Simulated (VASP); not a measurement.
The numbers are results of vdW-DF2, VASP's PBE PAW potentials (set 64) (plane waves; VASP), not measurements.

The input files of a VASP run:

**KPOINTS**
```
Automatic mesh
0
Gamma
14 14 14
0 0 0
```

### INCAR
```
# general
SYSTEM    =  BN
PREC      =  Accurate
ENCUT     =  520
LREAL     =  .False.   # projection in real space or not
LASPH     =  .True.   # aspherical one-centre terms

# electronic loop
EDIFF     =  1E-7   # SCF stop (eV)
NELM      =  100
ALGO      =  Normal   # blocked Davidson

# smearing
ISMEAR    =  -5   # tetrahedra, Bloechl

# functional
GGA       =  ML
LUSE_VDW  =  .True.
AGGAC     =  0.0
ZAB_VDW   =  -1.8867

# ions
ISIF      =  2

# output
LWAVE     =  .False.
LCHARG    =  .True.
LORBIT    =  11
NEDOS     =  601   # DOS grid
```

### POSCAR
```
BN
1
    0.0000000000     1.8289030945     1.8289030945
    1.8289030945     0.0000000000     1.8289030945
    1.8289030945     1.8289030945     0.0000000000
B N
1 1
Direct
  0.0000000000   0.0000000000   0.0000000000
  0.2500000000   0.2500000000   0.2500000000
```

POTCAR, in this order: B N (PBE.64 set). Program: vasp_std.

Output of the run:

OUTCAR:
```
 ion  position               nearest neighbor table
   1  0.000  0.000  0.000-   2 1.58   2 1.58   2 1.58   2 1.58
   2  0.250  0.250  0.250-   1 1.58   1 1.58   1 1.58   1 1.58
  LATTYP: Found a face centered cubic cell.
 ALAT       =     3.6578061890
 Subroutine PRICEL returns:
 Original cell was already a primitive cell.
 Subroutine GETGRP returns: Found 24 space group operations
The static configuration has the point symmetry T_d .
The dynamic configuration has the point symmetry T_d .
 Subroutine INISYM returns: Found 24 space group operations
 Subroutine IBZKPT returns following result:
 Found    104 irreducible k-points:

 Following reciprocal coordinates:
            Coordinates               Weight
  0.000000  0.000000  0.000000      1.000000
  0.071429  0.000000  0.000000      8.000000
  0.142857  0.000000  0.000000      8.000000
  0.214286  0.000000  0.000000      8.000000
  0.285714  0.000000  0.000000      8.000000
  0.357143  0.000000  0.000000      8.000000
  0.428571  0.000000  0.000000      8.000000
  0.500000  0.000000  0.000000      4.000000
  0.071429  0.071429  0.000000      6.000000
  0.142857  0.071429  0.000000     24.000000
  0.214286  0.071429  0.000000     24.000000
  0.285714  0.071429  0.000000     24.000000
  0.357143  0.071429  0.000000     24.000000
  0.428571  0.071429  0.000000     24.000000
  0.500000  0.071429  0.000000     24.000000
 -0.428571  0.071429  0.000000     24.000000
 -0.357143  0.071429  0.000000     24.000000
 -0.285714  0.071429  0.000000     24.000000
 -0.214286  0.071429  0.000000     24.000000
 -0.142857  0.071429  0.000000     24.000000
 -0.071429  0.071429  0.000000     12.000000
  0.142857  0.142857  0.000000      6.000000
  0.214286  0.142857  0.000000     24.000000
  0.285714  0.142857  0.000000     24.000000
  0.357143  0.142857  0.000000     24.000000
  0.428571  0.142857  0.000000     24.000000
  0.500000  0.142857  0.000000     24.000000
 -0.428571  0.142857  0.000000     24.000000
 -0.357143  0.142857  0.000000     24.000000
 -0.285714  0.142857  0.000000     24.000000
 -0.214286  0.142857  0.000000     24.000000
 -0.142857  0.142857  0.000000     12.000000
  0.214286  0.214286  0.000000      6.000000
  0.285714  0.214286  0.000000     24.000000
  0.357143  0.214286  0.000000     24.000000
  0.428571  0.214286  0.000000     24.000000
  0.500000  0.214286  0.000000     24.000000
 -0.428571  0.214286  0.000000     24.000000
 -0.357143  0.214286  0.000000     24.000000
 -0.285714  0.214286  0.000000     24.000000
   k-points           NKPTS =    104   k-points in BZ     NKDIM =    104   number of bands    NBANDS=      8
   number of dos      NEDOS =    601   number of ions     NIONS =      2
   total plane-waves  NPLWV =   8000
   dimension x,y,z NGX =    20 NGY =   20 NGZ =   20
   dimension x,y,z NGXF=    40 NGYF=   40 NGZF=   40
   ions per type =               1   1
   PREC   = accura    normal or accurate (medium, high low for compatibility)
   ISTART =      0    job   : 0-new  1-cont  2-samecut
   ICHARG =      2    charge: 1-file 2-atom 10-const
   ISPIN  =      1    spin polarized calculation?
   LNONCOLLINEAR =      F non collinear calculations
   LSORBIT =      F    spin-orbit coupling
   INIWAV =      1    electr: 0-lowe 1-rand  2-diag
   ENCUT  =  520.0 eV  38.22 Ry    6.18 a.u.   4.81  4.81  4.81*2*pi/ulx,y,z
   NELM   =    100;   NELMIN=  2; NELMDL= -5     # of ELM steps
   EDIFF  = 0.1E-06   stopping-criterion for ELM
   LREAL  =      F    real-space projection
   NLSPLINE    = F    spline interpolate recip. space projectors
   LMAXMIX     =    2 max onsite mixed and CHGCAR
...
```

OSZICAR:
```
       N       E                     dE             d eps       ncg     rms          rms(c)
DAV:   1     0.125886813391E+02    0.12589E+02   -0.52871E+03  1808   0.991E+02
DAV:   2    -0.155319444667E+02   -0.28121E+02   -0.27699E+02  2344   0.173E+02
DAV:   3    -0.157384500888E+02   -0.20651E+00   -0.20651E+00  1960   0.188E+01
DAV:   4    -0.157386235310E+02   -0.17344E-03   -0.17344E-03  2224   0.494E-01
DAV:   5    -0.157386235860E+02   -0.54990E-07   -0.54990E-07  1824   0.707E-03    0.740E+00
DAV:   6    -0.146131774567E+02    0.11254E+01   -0.56489E+00  2216   0.175E+01    0.321E+00
DAV:   7    -0.145669481936E+02    0.46229E-01   -0.10278E-01  2184   0.373E+00    0.197E+00
DAV:   8    -0.145518523386E+02    0.15096E-01   -0.10673E-01  2192   0.316E+00    0.230E-01
DAV:   9    -0.145518404615E+02    0.11877E-04   -0.15410E-03  1680   0.474E-01    0.120E-01
DAV:  10    -0.145520268658E+02   -0.18640E-03   -0.27014E-04  1712   0.236E-01    0.193E-02
DAV:  11    -0.145520331367E+02   -0.62709E-05   -0.14953E-05  1904   0.441E-02    0.734E-03
DAV:  12    -0.145520326505E+02    0.48618E-06   -0.26134E-06  2240   0.151E-02    0.836E-04
DAV:  13    -0.145520327138E+02   -0.63254E-07   -0.48166E-08   840   0.273E-03
   1 F= -.14552033E+02 E0= -.14552033E+02  d E =0.000000E+00
```

### OUTCAR
```
------------------------ aborting loop because EDIFF is reached ----------------------------------------
  FORCE on cell =-STRESS in cart. coord.  units (eV):
  Direction    XX          YY          ZZ          XY          YZ          ZX
  --------------------------------------------------------------------------------------
  Total       -0.0086434     -0.0086434     -0.0086434     -0.0000000      0.0000000      0.0000000
  in kB       -1.1318574     -1.1318574     -1.1318574     -0.0000000      0.0000000      0.0000000
  external PRESSURE =      -1.1318574 kB  Pullay stress =       0.0000000 kB
  volume of cell :       12.23
      direct lattice vectors                 reciprocal lattice vectors
     0.000000000  1.828903094  1.828903094    -0.273387913  0.273387913  0.273387913
     1.828903094  0.000000000  1.828903094     0.273387913 -0.273387913  0.273387913
     1.828903094  1.828903094  0.000000000     0.273387913  0.273387913 -0.273387913
  FREE ENERGIE OF THE ION-ELECTRON SYSTEM (eV)
  ---------------------------------------------------
  free  energy   TOTEN  =       -14.5520327138 eV

  energy  without entropy=      -14.5520327138  energy(sigma->0) =      -14.55203271

 total charge

# of ion       s       p       d       tot
------------------------------------------
    1        0.659   1.315   0.000   1.974
    2        1.216   2.766   0.000   3.983
--------------------------------------------------
tot          1.875   4.082   0.000   5.956
```
(Selected blocks of OUTCAR.)

The compound is BN in the zinc blende structure. It was relaxed first.
